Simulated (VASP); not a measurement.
# Ag3F (P6_3/mmc) in VASP: single point with PBE

Aim: the single point of Ag3F with PBE.

Everything below comes from runs of VASP 6.6.1. Logs are shortened: lines on timing, memory, paths and dates and some standing lists are left out, and cuts for length are marked.

## 1. The crystal as given

Symmetry: P6_3/mmc, No. 194, hexagonal system. Conventional cell: a = 5.809 Å, b = 5.809 Å, c = 4.576 Å, α = 90.00°, β = 90.00°, γ = 120.00°. Ag (site symmetry mm2) has 4 F at 2.83 to 2.90 Å and 8 Ag at 2.84 to 2.92 Å as nearest neighbours. Around F (site symmetry -6m2) lie 12 Ag at 2.83 to 2.90 Å.

The cell comes from a database or a generator and needn't be the stable form of this composition.

## 2. Single point, PBE

Contents of INCAR:

```
PREC     = Accurate       # precision mode
ENCUT    = 520            # plane-wave cutoff, eV
EDIFF    = 1E-7           # SCF threshold, eV
ISMEAR   = 0              # smearing method
SIGMA    = 0.1            # smearing width, eV
LREAL    = False          # projectors in reciprocal space
LASPH    = True           # aspherical terms in the spheres
NELM     = 100            # most SCF steps
ALGO     = Fast           # electronic algorithm
ISIF     = 2              # what is computed and relaxed
LWAVE    = False          # write WAVECAR
LCHARG   = True           # write CHGCAR
GGA      = PE             # functional
LELF     = True           # ELF
LVHAR    = True         
NBANDS   = 50             # bands
```

Contents of KPOINTS:

```
Automatic mesh
0
Gamma
  5 5 5
```

Contents of POSCAR:

```
Ag3F
1.0
    5.8094880000      0.0000000000      0.0000000000
   -2.9047440000      5.0311640000      0.0000000000
    0.0000000000      0.0000000000      4.5763350000
Ag F
6 2
Direct
    0.3346690000      0.1673340000      0.7500000000
    0.8326660000      0.1673340000      0.7500000000
    0.8326660000      0.6653310000      0.7500000000
    0.6653310000      0.8326660000      0.2500000000
    0.1673340000      0.8326660000      0.2500000000
    0.1673340000      0.3346690000      0.2500000000
    0.6666670000      0.3333330000      0.2500000000
    0.3333330000      0.6666670000      0.7500000000
```

Potentials or basis: VASP PAW PBE potentials, release 64 (Ag, F).

Started as:

```sh
> cat potpaw_PBE.64/Ag/POTCAR potpaw_PBE.64/F/POTCAR > POTCAR
> mpirun -np 1 vasp_std > vasp.out
```

OUTCAR:

```text
PREC = Accurate
   ENCUT = 520
   EDIFF = 1E-7
   ISMEAR = 0
   LREAL = False
   LASPH = True
   NELM = 100
   ISIF = 2
   GGA = PE

 ion  position               nearest neighbor table
   1  0.335  0.167  0.750-   5 2.84   5 2.84   6 2.84   6 2.84   3 2.89   2 2.89   3 2.92   2 2.92

   2  0.833  0.167  0.750-   4 2.84   4 2.84   6 2.84   6 2.84   3 2.89   1 2.89   3 2.92   1 2.92

   3  0.833  0.665  0.750-   5 2.84   5 2.84   4 2.84   4 2.84   1 2.89   2 2.89   1 2.92   2 2.92

   4  0.665  0.833  0.250-   2 2.84   2 2.84   3 2.84   3 2.84   6 2.89   5 2.89   6 2.92   5 2.92

   5  0.167  0.833  0.250-   1 2.84   1 2.84   3 2.84   3 2.84   6 2.89   4 2.89   6 2.92   4 2.92

   6  0.167  0.335  0.250-   2 2.84   2 2.84   1 2.84   1 2.84   4 2.89   5 2.89   5 2.92   4 2.92

   7  0.667  0.333  0.250-
   8  0.333  0.667  0.750-

  LATTYP: Found a hexagonal cell.
 ALAT       =     5.8094880000
 C/A-ratio  =     0.7877346506

  Lattice vectors:

 A1 = (   5.8094880000,   0.0000000000,   0.0000000000)
 A2 = (  -2.9047440000,   5.0311640000,   0.0000000000)
 A3 = (   0.0000000000,   0.0000000000,   4.5763350000)

Analysis of symmetry for initial positions (statically):
=====================================================================
 Subroutine PRICEL returns:
 Original cell was already a primitive cell.

 Routine SETGRP: Setting up the symmetry group for a
 hexagonal supercell.

 Subroutine GETGRP returns: Found 24 space group operations
 (whereof 12 operations were pure point group operations)
 out of a pool of 24 trial point group operations.

The static configuration has the point symmetry D_3d.
 The point group associated with its full space group is D_6h.

Analysis of symmetry for dynamics (positions and initial velocities):
=====================================================================
 Subroutine PRICEL returns:
 Original cell was already a primitive cell.

 Routine SETGRP: Setting up the symmetry group for a
 hexagonal supercell.

 Subroutine GETGRP returns: Found 24 space group operations
 (whereof 12 operations were pure point group operations)
 out of a pool of 24 trial point group operations.

The dynamic configuration has the point symmetry D_3d.
 The point group associated with its full space group is D_6h.

 Subroutine INISYM returns: Found 24 space group operations
 (whereof 12 operations are pure point group operations),
 and found     1 'primitive' translations

----------------------------------------------------------------------------------------

                                     Primitive cell

  volume of cell :     133.7593

  direct lattice vectors                    reciprocal lattice vectors
     5.809488000  0.000000000  0.000000000     0.172132209  0.099380581  0.000000000
    -2.904744000  5.031164000  0.000000000     0.000000000  0.198761161  0.000000000
     0.000000000  0.000000000  4.576335000     0.000000000  0.000000000  0.218515471

  length of vectors
     5.809488000  5.809487835  4.576335000     0.198761156  0.198761161  0.218515471

  position of ions in fractional coordinates (direct lattice)
     0.334669000  0.167334000  0.750000000
     0.832666000  0.167334000  0.750000000
     0.832666000  0.665331000  0.750000000
     0.665331000  0.832666000  0.250000000
     0.167334000  0.832666000  0.250000000
     0.167334000  0.334669000  0.250000000
     0.666667000  0.333333000  0.250000000
     0.333333000  0.666667000  0.750000000

  ion indices of the primitive-cell ions
   primitive index   ion index
                 1           1
                 2           2
                 3           3
                 4           4
                 5           5
                 6           6
                 7           7
                 8           8

----------------------------------------------------------------------------------------

 KPOINTS: Automatic mesh

Automatic generation of k-mesh.
 Grid dimensions read from file:
 generate k-points for:    5    5    5

 Generating k-lattice:

  Cartesian coordinates                     Fractional coordinates (reciprocal lattice)
     0.034426442  0.019876116  0.000000000     0.200000000  0.000000000  0.000000000
     0.000000000  0.039752232  0.000000000     0.000000000  0.200000000  0.000000000
     0.000000000  0.000000000  0.043703094     0.000000000  0.000000000  0.200000000

  Length of vectors
     0.039752231  0.039752232  0.043703094

  Shift w.r.t. Gamma in fractional coordinates (k-lattice)
     0.000000000  0.000000000  0.000000000

 Subroutine IBZKPT returns following result:
 ===========================================

 Found     15 irreducible k-points:

 Following reciprocal coordinates:
            Coordinates               Weight
  0.000000  0.000000  0.000000      1.000000
  0.200000  0.000000  0.000000      6.000000
  0.400000  0.000000  0.000000      6.000000
  0.200000  0.200000  0.000000      6.000000
  0.400000  0.200000  0.000000      6.000000
  0.000000  0.000000  0.200000      2.000000
  0.200000  0.000000  0.200000     12.000000
  0.400000  0.000000  0.200000     12.000000
  0.200000  0.200000  0.200000     12.000000
  0.400000  0.200000  0.200000     12.000000
  0.000000  0.000000  0.400000      2.000000
  0.200000  0.000000  0.400000     12.000000
  0.400000  0.000000  0.400000     12.000000
  0.200000  0.200000  0.400000     12.000000
  0.400000  0.200000  0.400000     12.000000
   k-points           NKPTS =     15   k-points in BZ     NKDIM =     15   number of bands    NBANDS=     50
   number of dos      NEDOS =    301   number of ions     NIONS =      8
   total plane-waves  NPLWV =  82944
   dimension x,y,z NGX =    48 NGY =   48 NGZ =   36
   dimension x,y,z NGXF=    96 NGYF=   96 NGZF=   72
   ions per type =               6   2
   NGX,Y,Z   is equivalent  to a cutoff of  13.74, 13.74, 13.08 a.u.
   NGXF,Y,Z  is equivalent  to a cutoff of  27.47, 27.47, 26.16 a.u.
 SYSTEM =  unknown system
   PREC   = accura    normal or accurate (medium, high low for compatibility)
   ISTART =      0    job   : 0-new  1-cont  2-samecut
   ICHARG =      2    charge: 1-file 2-atom 10-const
   ISPIN  =      1    spin polarized calculation?
   LNONCOLLINEAR =      F non collinear calculations
   LSORBIT =      F    spin-orbit coupling
   LASPH  =      T    aspherical Exc in radial PAW
   ENCUT  =  520.0 eV  38.22 Ry    6.18 a.u.  10.80 10.80  8.51*2*pi/ulx,y,z
   NELM   =    100;   NELMIN=  2; NELMDL= -5     # of ELM steps
   EDIFF  = 0.1E-06   stopping-criterion for ELM
   LREAL  =      F    real-space projection
   EDIFFG = 0.1E-05   stopping-criterion for IOM
   NSW    =      0    number of steps for IOM
   IBRION =     -1    ionic relax: 0-MD 1-quasi-New 2-CG
   NFREE  =      0    steps in history (QN), initial steepest desc. (CG)
   ISIF   =      2    stress and relaxation
   ISYM   =      2    0-nonsym 1-usesym 2-fastsym
   POTIM  = 0.5000    time-step for ionic-motion
   TEBEG  =    0.0;   TEEND  =   0.0 temperature during run
   PSTRESS=    0.0 pullay stress
   NELECT =      80.0000    total number of electrons
   NUPDOWN=      -1.0000    fix difference up-down
   EMIN   =  10.00;   EMAX   =-10.00  energy-range for DOS
   EFERMI =   0.00;   METHOD = LEGACY
   ISMEAR =     0;   SIGMA  =   0.10  broadening in eV -4-tet -1-fermi 0-gaus
   EFERMI_NEDOS =   21; number of points for ismear=-14 and -15
   IALGO  =     68    algorithm
   IMIX   =      4    mixing-type and parameters
     AMIX     =   0.40;   BMIX     =  1.00
     AMIX_MAG =   1.60;   BMIX_MAG =  1.00
  volume/ion in A,a.u.               =      16.72       112.83
  Fermi-wavevector in a.u.,A,eV,Ry     =   1.379315  2.606527 25.885217  1.902510
  Thomas-Fermi vector in A             =   2.504296
   LORBIT       =      0    0 simple, 1 ext, 2 COOP (PROOUT), +10 PAW based schemes
   GGA     = PE    functional components
   LHFCALC =     F    Hartree Fock is set to
   AEXX    =    0.0000 exact exchange contribution
   IVDW    =     0    specifies the selected vdW correction
   LEPSILON=     F    determine dielectric tensor
   LRPA    =     F    only Hartree local field effects (RPA)
 non-spin polarized calculation
 RMM-DIIS sequential band-by-band and
 Gauss-broadening in eV      SIGMA  =   0.10
  energy-cutoff  :      520.00
  volume of cell :      133.76
 maximum number of plane-waves:      3653
 NGX is ok and might be reduce to    48
   NGX = 21   NGY = 21   NGZ = 17

 number of electron      79.9999979 magnetization

 Free energy of the ion-electron system (eV)
  ---------------------------------------------------
  ext. energy  EPLUGINS =         0.00000000
  ---------------------------------------------------
  free energy    TOTEN  =       -22.44991923 eV

  energy without entropy =      -22.44518693  energy(sigma->0) =      -22.44755308

 E-fermi :   5.7449     XC(G=0): -11.2915

 val. band max:        5.6940880718   @ k =   0.4000   0.2000   0.2000
 cond. band min:       5.9356558290   @ k =   0.2000   0.2000   0.0000
 fundamental gap:      0.2415677572
 Fermi energy:         5.7449047839

 k-point     1 :       0.0000    0.0000    0.0000
  band No.  band energies     occupation
      1     -16.3424      2.00000
      2     -16.3077      2.00000
      3      -0.1087      2.00000
      4       0.0656      2.00000
      5       0.5226      2.00000
      6       0.6309      2.00000
[... 42 lines left out ...]
     49      13.7350      0.00000
     50      15.1821      0.00000

 k-point     2 :       0.2000    0.0000    0.0000
  band No.  band energies     occupation
      1     -16.3380      2.00000
      2     -16.3089      2.00000
      3      -0.0152      2.00000
      4       0.1634      2.00000
      5       0.4457      2.00000
      6       0.5789      2.00000
[... 681 lines left out ...]
 k-point    15 :       0.4000    0.2000    0.4000
  band No.  band energies     occupation
      1     -16.3179      2.00000
      2     -16.3157      2.00000
      3       0.2455      2.00000
      4       0.3111      2.00000
      5       0.5929      2.00000
      6       0.7108      2.00000
[... 42 lines left out ...]
     49      14.9148      0.00000
     50      15.1890      0.00000

------------------------ aborting loop because EDIFF is reached ----------------------------------------

  FORCE on cell =-STRESS in cart. coord.  units (eV):
  Direction    XX          YY          ZZ          XY          YZ          ZX
  --------------------------------------------------------------------------------------
  -------------------------------------------------------------------------------------
  Total       -0.6690409     -0.6690409     -0.4100514      0.0000000      0.0000000      0.0000000
  in kB       -8.0138113     -8.0138107     -4.9116192      0.0000000      0.0000000      0.0000000
  external PRESSURE =      -6.9797470 kB  Pullay stress =       0.0000000 kB

 VOLUME and BASIS-vectors are now :
 -----------------------------------------------------------------------------
  energy-cutoff  :      520.00
  volume of cell :      133.76
      direct lattice vectors                 reciprocal lattice vectors
     5.809488000  0.000000000  0.000000000     0.172132209  0.099380581  0.000000000
    -2.904744000  5.031164000  0.000000000     0.000000000  0.198761161  0.000000000
     0.000000000  0.000000000  4.576335000     0.000000000  0.000000000  0.218515471

 POSITION                                       TOTAL-FORCE (eV/Angst)
 -----------------------------------------------------------------------------------
      1.45819      0.84188      3.43225        -0.008768     -0.005062      0.000000
      4.35130      0.84188      3.43225         0.008768     -0.005062      0.000000
      2.90475      3.34739      3.43225         0.000000      0.010124      0.000000
      1.44655      4.18928      1.14408         0.008768      0.005062     -0.000000
     -1.44656      4.18928      1.14408        -0.008768      0.005062      0.000000
     -0.00000      1.68377      1.14408        -0.000000     -0.010124      0.000000
      2.90475      1.67705      1.14408        -0.000000      0.000000      0.000000
     -0.00000      3.35411      3.43225         0.000000     -0.000000      0.000000
 -----------------------------------------------------------------------------------
    total drift:                               -0.002701      0.001559      0.000019

  FREE ENERGIE OF THE ION-ELECTRON SYSTEM (eV)
  ---------------------------------------------------
  free  energy   TOTEN  =       -22.4499192263 eV

  energy  without entropy=      -22.4451869326  energy(sigma->0) =      -22.44755308
```

Run time: 1.9 min. Hardware: 1 thread of AMD EPYC 7R13 (Zen 3), shared host; peak memory 0.28 GiB.

What came out:

* Free energy: -22.4499 eV
* Pressure: -0.7 GPa
* Largest force: 0.010 eV/Å
* Band gap on the k mesh: none (metal or under the smearing width)

Forces in eV/Å, atoms in the order of the input:
```
Ag  -0.009 -0.005  0.000
Ag   0.009 -0.005  0.000
Ag   0.000  0.010  0.000
Ag   0.009  0.005  0.000
Ag  -0.009  0.005  0.000
Ag   0.000 -0.010  0.000
F    0.000  0.000  0.000
F    0.000  0.000  0.000
```

Stress tensor (GPa, compression positive):
```
-0.80  0.00  0.00
 0.00 -0.80  0.00
 0.00  0.00 -0.49
```
